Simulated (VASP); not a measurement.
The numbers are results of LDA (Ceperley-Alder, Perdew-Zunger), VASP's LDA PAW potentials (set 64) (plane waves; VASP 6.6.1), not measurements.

VASP ran on this input.

**INCAR**
```
ALGO=Normal   # blocked Davidson
EDIFF=1E-7
NBANDS=72
ISMEAR=0   # Gaussian
NEDOS=1001
LREAL=F
SYSTEM=BaTiO3
SIGMA=0.01   # width (eV)
LASPH=T
LCHARG=F
NELM=100   # most electronic steps
CSHIFT=0.1
LWAVE=F
PREC=Accurate
LOPTICS=T
ENCUT=520   # plane-wave cut-off (eV)
LMAXMIX=4
```

### POSCAR
```
BaTiO3
1
    2.8007113060     1.6169916250     2.2900023604
   -2.8007113060     1.6169916250     2.2900023604
   -0.0000000000    -3.2339832500     2.2900023604
Ba Ti O
1 1 3
Direct
  0.9987213028   0.9987213028   0.9987213028
  0.5080576300   0.5080576300   0.5080576300
  0.4896969498   0.9849171677   0.4896969498
  0.4896969498   0.4896969498   0.9849171677
  0.9849171677   0.4896969498   0.4896969498
```

**KPOINTS**
```
Automatic mesh
0
Gamma
7 7 7
0 0 0
```

POTCAR, in this order: Ba_sv Ti_sv O (LDA.64 set). Program: vasp_std.

Output

OUTCAR:
```
 ion  position               nearest neighbor table
   1  0.999  0.999  0.999-   3 2.75   5 2.75   4 2.75   4 2.80   4 2.80   3 2.80   5 2.80   3 2.80
                             5 2.80   5 2.85   3 2.85   4 2.85   2 3.37   2 3.41   2 3.41   2 3.41
   2  0.508  0.508  0.508-   3 1.89   5 1.89   4 1.89   3 2.08   5 2.08   4 2.08   1 3.37   1 3.41
                             1 3.41   1 3.41   1 3.45   1 3.45   1 3.45   1 3.50
   3  0.490  0.985  0.490-   2 1.89   2 2.08   1 2.75   1 2.80   1 2.80   1 2.85
   4  0.490  0.490  0.985-   2 1.89   2 2.08   1 2.75   1 2.80   1 2.80   1 2.85
   5  0.985  0.490  0.490-   2 1.89   2 2.08   1 2.75   1 2.80   1 2.80   1 2.85
  LATTYP: Found a trigonal (rhomboedric) cell.
 ALAT       =     3.9626706237
 COS(alpha) =     0.0009416805
 Subroutine PRICEL returns:
 Original cell was already a primitive cell.
 Subroutine GETGRP returns: Found  6 space group operations
The static configuration has the point symmetry C_3v.
The dynamic configuration has the point symmetry C_3v.
 Subroutine INISYM returns: Found  6 space group operations
 Subroutine IBZKPT returns following result:
 Found     44 irreducible k-points:

 Following reciprocal coordinates:
            Coordinates               Weight
  0.000000  0.000000  0.000000      1.000000
  0.142857 -0.000000 -0.000000      6.000000
  0.285714  0.000000 -0.000000      6.000000
...
```

File OSZICAR:
```
       N       E                     dE             d eps       ncg     rms          rms(c)
DAV:   1     0.345797042855E+03    0.34580E+03   -0.15781E+04  6336   0.604E+02
DAV:   2    -0.226557814804E+02   -0.36845E+03   -0.33963E+03  6704   0.204E+02
DAV:   3    -0.534511407023E+02   -0.30795E+02   -0.29594E+02  8128   0.573E+01
DAV:   4    -0.545388029482E+02   -0.10877E+01   -0.10827E+01  7464   0.882E+00
DAV:   5    -0.545495898496E+02   -0.10787E-01   -0.10786E-01  7416   0.833E-01    0.243E+01
DAV:   6    -0.449474583470E+02    0.96021E+01   -0.12226E+01  7944   0.264E+01    0.108E+01
DAV:   7    -0.443744402362E+02    0.57302E+00   -0.39574E+00  7456   0.829E+00    0.705E+00
DAV:   8    -0.443810922792E+02   -0.66520E-02   -0.14290E+00  7736   0.579E+00    0.413E+00
DAV:   9    -0.442040739152E+02    0.17702E+00   -0.29735E-01  7472   0.239E+00    0.181E+00
DAV:  10    -0.441670543960E+02    0.37020E-01   -0.50485E-02  8344   0.109E+00    0.421E-01
DAV:  11    -0.441656484110E+02    0.14060E-02   -0.81942E-03  8424   0.314E-01    0.951E-02
DAV:  12    -0.441656632665E+02   -0.14855E-04   -0.48956E-04  7048   0.879E-02    0.822E-02
DAV:  13    -0.441656658027E+02   -0.25362E-05   -0.52067E-05  7232   0.385E-02    0.245E-02
DAV:  14    -0.441656619155E+02    0.38872E-05   -0.79197E-06  8128   0.133E-02    0.610E-03
DAV:  15    -0.441656617209E+02    0.19462E-06   -0.15515E-06  7824   0.451E-03    0.509E-03
DAV:  16    -0.441656616806E+02    0.40243E-07   -0.16613E-07  6984   0.149E-03
   1 F= -.44165662E+02 E0= -.44165662E+02  d E =-.325609E-50
 imaginary and real dielectric function
```

### OUTCAR
```
------------------------ aborting loop because EDIFF is reached ----------------------------------------
  FORCE on cell =-STRESS in cart. coord.  units (eV):
  Direction    XX          YY          ZZ          XY          YZ          ZX
  --------------------------------------------------------------------------------------
  Total       -0.0114929     -0.0114929      0.0308357      0.0000000     -0.0000000     -0.0000000
  in kB       -0.2959226     -0.2959227      0.7939639      0.0000000     -0.0000000     -0.0000000
  external PRESSURE =       0.0673728 kB  Pullay stress =       0.0000000 kB
  volume of cell :       62.22
      direct lattice vectors                 reciprocal lattice vectors
     2.800711306  1.616991625  2.290002360     0.178526076  0.103072065  0.145560258
    -2.800711306  1.616991625  2.290002360    -0.178526076  0.103072065  0.145560258
     0.000000000 -3.233983250  2.290002360     0.000000000 -0.206144131  0.145560258
 POSITION                                       TOTAL-FORCE (eV/Angst)
 -----------------------------------------------------------------------------------
      0.00000      0.00000      6.86122         0.000000      0.000000     -0.004584
      0.00000      0.00000      3.49036         0.000000     -0.000000     -0.017299
     -1.38697      0.80077      4.49828        -0.001724      0.000995      0.007294
      0.00000     -1.60153      4.49828         0.000000     -0.001991      0.007294
      1.38697      0.80077      4.49828         0.001724      0.000995      0.007294
 -----------------------------------------------------------------------------------
    total drift:                                0.000000     -0.000000      0.000931
  FREE ENERGIE OF THE ION-ELECTRON SYSTEM (eV)
  ---------------------------------------------------
  free  energy   TOTEN  =       -44.1656616806 eV

  energy  without entropy=      -44.1656616806  energy(sigma->0) =      -44.16566168

 plasma frequency squared (from intraband transitions) (eV^2)
  --------------------------------------------------------------------------------------
       0.000      -0.000       0.000
      -0.000       0.000       0.000
       0.000       0.000       0.000

 plasma frequency squared (from interband transitions, int dw w eps(2)(w)) (eV^2)
  --------------------------------------------------------------------------------------
     660.352       0.000       0.000       0.000       0.000      -0.000
       0.000       0.000     660.352       0.000      -0.000      -0.000
       0.000       0.000      -0.000       0.000     660.615       0.000
```
(Selected blocks of OUTCAR.)

The dielectric response may not be converged in the k-mesh; for small gaps it tends to come out too large.

The structure comes from a computed database's BaTiO3 entry (R3m); how it stands against other phases isn't given here. It was relaxed first, which changed the volume by -5 %.
